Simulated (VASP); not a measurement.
VASP input:

File POSCAR:
```
AlN
1
    1.5861000000    -2.7472060000     0.0000000000
    1.5861000000     2.7472060000     0.0000000000
    0.0000000000     0.0000000000     5.0796000000
Al N
2 2
Direct
  0.6666670000   0.3333330000   0.5000000000
  0.3333330000   0.6666670000   0.0000000000
  0.6666670000   0.3333330000   0.8820000000
  0.3333330000   0.6666670000   0.3820000000
```

**KPOINTS**
```
Automatic mesh
0
Gamma
6 6 4
0 0 0
```

### INCAR
```
SYSTEM = AlN
PREC = Accurate
ENCUT = 520
EDIFF = 1E-6
NELM = 100
ALGO = Normal
LREAL = .FALSE.
LASPH = .TRUE.
ISMEAR = 0
SIGMA = 0.05
GGA = PE
LWAVE = .FALSE.
LCHARG = .FALSE.
ISIF = 2
```

POTCAR, in this order: Al N (PBE.64 set). Program: vasp_gam.

Question: What happens when VASP runs on this input?

Answer: There is a fault: the Γ-only program was given a k-mesh. VASP stops with an error: You are using the Gamma-point-only version with more than one k-point or some other non-Gamma k-point. ----> I REFUSE TO CONTINUE WITH THIS SICK JOB ... BYE!!! <----

standard output:
```
 POSCAR found type information on POSCAR AlN
 POSCAR found :  2 types and       4 ions
 Reading from existing POTCAR
 Reading from existing POTCAR
 LDA part: xc-table for (Slater+PW92), standard interpolation

 -----------------------------------------------------------------------------
|                                                                             |
|     EEEEEEE  RRRRRR   RRRRRR   OOOOOOO  RRRRRR      ###     ###     ###     |
|     E        R     R  R     R  O     O  R     R     ###     ###     ###     |
|     E        R     R  R     R  O     O  R     R     ###     ###     ###     |
|     EEEEE    RRRRRR   RRRRRR   O     O  RRRRRR       #       #       #      |
|     E        R   R    R   R    O     O  R   R                               |
|     E        R    R   R    R   O     O  R    R      ###     ###     ###     |
|     EEEEEEE  R     R  R     R  OOOOOOO  R     R     ###     ###     ###     |
|                                                                             |
|     You are using the Gamma-point-only version with more than one           |
|     k-point or some other non-Gamma k-point.                                |
|                                                                             |
|       ---->  I REFUSE TO CONTINUE WITH THIS SICK JOB ... BYE!!! <----       |
|                                                                             |
 -----------------------------------------------------------------------------
```

To mend it, run vasp_std.

The mended run (PBE GGA, plane waves, VASP's PBE PAW potentials (set 64)) converges, and its OSZICAR ends with
```
   1 F= -.29739025E+02 E0= -.29739025E+02  d E =-.297524E-17
```

The compound is AlN in the wurtzite structure. The cell was not relaxed at this level.
